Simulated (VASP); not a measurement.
**YAg2I4Cl: single point with PBE**

YAg2I4Cl:

```
CELL_PARAMETERS angstrom
4.63214 0.04832 -0.07578
0.04832 4.69685 0.01217
-0.17492 0.02810 10.69424
ATOMIC_POSITIONS crystal
I 0.50932 0.98302 0.83883
I 0.98289 0.50477 0.84988
I 0.51835 0.99736 0.16656
I 0.01657 0.51262 0.15920
Y 0.98521 0.00478 0.99887
Cl 0.98635 0.00284 0.49798
Ag 0.54968 0.51228 0.72668
Ag 0.50311 0.47594 0.26104
```

The cell was built by a generator and needn't be a form met in nature.

```json
{
  "Program": "VASP 6.6.1",
  "Task": "single point",
  "Functional": "PBE",
  "Potentials or basis": "VASP PAW PBE potentials, release 64 (I, Y_sv, Cl, Ag)",
  "Cutoff": "520 eV",
  "k mesh": "4 × 4 × 2",
  "Occupations": "fermi-dirac, width 0.1 eV",
  "Spin": "no spin polarisation"
}
```

```
Pressure               : 23.7 GPa
Largest force          : 5.412 eV/Å
Band gap on the k mesh : none (metal or under the smearing width)
```

Forces in eV/Å, atoms in the order of the input:
```
I   -2.274  1.783 -1.237
I    4.151 -0.705  0.247
I   -0.257 -0.884  0.370
I   -1.060 -0.355  0.397
Y    1.369  0.353  0.757
Cl  -0.089  0.032  0.066
Ag  -3.017 -1.173 -4.337
Ag   1.176  0.950  3.737
```

Stress tensor (GPa, compression positive):
```
28.56 -1.20  4.37
-1.20 28.45  1.60
 4.37  1.60 14.11
```

Levels at points of the mesh, in eV from the Fermi level:
```
           k point  band 32  band 33  band 34  band 35  band 36  band 37
(0.00, 0.00, 0.00)    -0.79    -0.60    -0.56    -0.46     0.68     1.48
(0.50, 0.00, 0.00)    -1.12    -0.77    -0.56     0.93     1.34     2.38
(0.00, 0.50, 0.00)    -1.15    -0.77    -0.54     0.69     1.59     2.26
(0.50, 0.50, 0.00)    -0.69    -0.59     0.41     0.87     0.93     2.16
(0.00, 0.00, 0.50)    -0.76    -0.59    -0.58    -0.38     0.68     1.44
(0.50, 0.00, 0.50)    -1.01    -0.91    -0.56     0.93     1.35     2.45
(0.00, 0.50, 0.50)    -1.00    -0.91    -0.54     0.69     1.59     2.27
(0.50, 0.50, 0.50)    -0.70    -0.50     0.42     0.92     0.92     1.62
```

Run time: 5.1 min on 1 thread of Intel(R) Xeon(R) Platinum 8488C (Sapphire Rapids) (shared host), peak memory 0.44 GiB.

Caveat: so large a pressure means that the cell lies far from this level's equilibrium, or that cutoff or potentials fall short; forces of over 1 eV/Å show positions far from the minimum, so gaps and moduli don't describe the material at rest. Spin-orbit coupling is left out, which matters for the levels of I.
